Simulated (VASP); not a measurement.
Method: PBE GGA, VASP's PBE PAW potentials (set 64) (plane waves; VASP).

VASP ran on this input.

File KPOINTS:
```
Automatic mesh
0
G
6 6 6
```

INCAR:
```
SYSTEM  =  KCl
PREC  =  Accurate; ENCUT  =  400; LREAL  =  .False.
LASPH  =  .True.
EDIFF  =  1E-6; NELM  =  100; ALGO  =  Normal
ISMEAR  =  0; SIGMA  =  0.05
GGA  =  PE
ISIF  =  2
LWAVE  =  .False.; LCHARG  =  .False.
```

File POSCAR:
```
KCl
4.4477020
  0.0000000000   0.7071067261   0.7071067261
  0.7071067261   0.0000000000   0.7071067261
  0.7071067261   0.7071067261   0.0000000000
K Cl
1 1
Cart
  0.0000000000   0.0000000000   0.0000000000
  0.7071067261   0.7071067261   0.7071067261
```

POTCAR, in this order: K_sv Cl (PBE.64 set). Program: vasp_std.

What will the output report for the number of irreducible k-points (NKPTS), number of bands (NBANDS), largest plane-wave count, number of space-group operations, FFT grid (NGX, NGY, NGZ)?

```json
{
  "number of irreducible k-points (NKPTS)": "16",
  "number of bands (NBANDS)": "12",
  "largest_plane_wave_count": "1158",
  "number_of_space_group_operations": "48",
  "FFT grid (NGX, NGY, NGZ)": "30 × 30 × 30"
}
```

The compound is KCl in the rock salt structure. The cell was not relaxed at this level.
